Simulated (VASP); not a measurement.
Calculation: PBE GGA, VASP's PBE PAW potentials (set 64) (plane waves; VASP).

VASP input:

### INCAR
```
NELM = 100
ENCUT = 300
LDIPOL = .TRUE.
ALGO = Normal
GGA = PE   # PBE
LMAXMIX = 4   # l cut-off of mixed one-centre charges
ISMEAR = 0   # Gaussian
LREAL = .FALSE.
LASPH = .TRUE.
IDIPOL = 3
EDIFF = 1E-6   # SCF stop (eV)
LCHARG = .FALSE.
SIGMA = 0.272
SYSTEM = I
PREC = Accurate
LWAVE = .FALSE.
DIPOL = 0.5 0.5 0.5
ISIF = 2   # forces and stress, cell fixed
```

KPOINTS:
```
kpoints
0
G
7 4 1
0 0 0
```

### POSCAR
```
I
1
    4.8819680000     0.0000000000     0.0000000000
    0.0000000000     9.9779680000     0.0000000000
    0.0000000000     0.0000000000    25.6350090000
I
8
Direct
  0.8460000000   0.8830000000   0.5708990000
  0.6540000000   0.3830000000   0.5708990000
  0.3460000000   0.6170000000   0.5708990000
  0.1540000000   0.1170000000   0.5708990000
  0.3460000000   0.8830000000   0.4291010000
  0.1540000000   0.3830000000   0.4291010000
  0.8460000000   0.6170000000   0.4291010000
  0.6540000000   0.1170000000   0.4291010000
```

POTCAR, in this order: I (PBE.64 set). Program: vasp_std.

The cell holds a wide vacuum, so values per volume refer to the whole cell. Unless said otherwise, spin-orbit coupling is left out, though it shifts the bands of the heavy elements here.

What does the run give for the energy per atom (σ→0), largest force, band gap (on the k-mesh)?

```json
{
 "energy per atom (σ→0)": "-1.495 eV/atom",
 "band gap (on the k-mesh)": "1.17 eV",
 "largest_force": "0.00326 Ha/bohr"
}
```

**OSZICAR**
```
...
DAV:  15    -0.119582023289E+02   -0.82638E-04   -0.14010E-05   717   0.127E-02    0.898E-03
DAV:  16    -0.119582335803E+02   -0.31251E-04   -0.47031E-06   706   0.717E-03    0.496E-03
DAV:  17    -0.119582570766E+02   -0.23496E-04   -0.19539E-06   630   0.440E-03    0.395E-03
DAV:  18    -0.119582613880E+02   -0.43114E-05   -0.18912E-07   428   0.183E-03    0.152E-03
DAV:  19    -0.119582675876E+02   -0.61996E-05   -0.38685E-07   417   0.250E-03    0.406E-03
DAV:  20    -0.119582696873E+02   -0.20998E-05   -0.14052E-07   424   0.151E-03    0.103E-03
DAV:  21    -0.119582698152E+02   -0.12788E-06   -0.14831E-08   430   0.533E-04
   1 F= -.11958270E+02 E0= -.11957898E+02  d E =-.743134E-03
```

The cell is a sheet with vacuum, built from a generated structure.
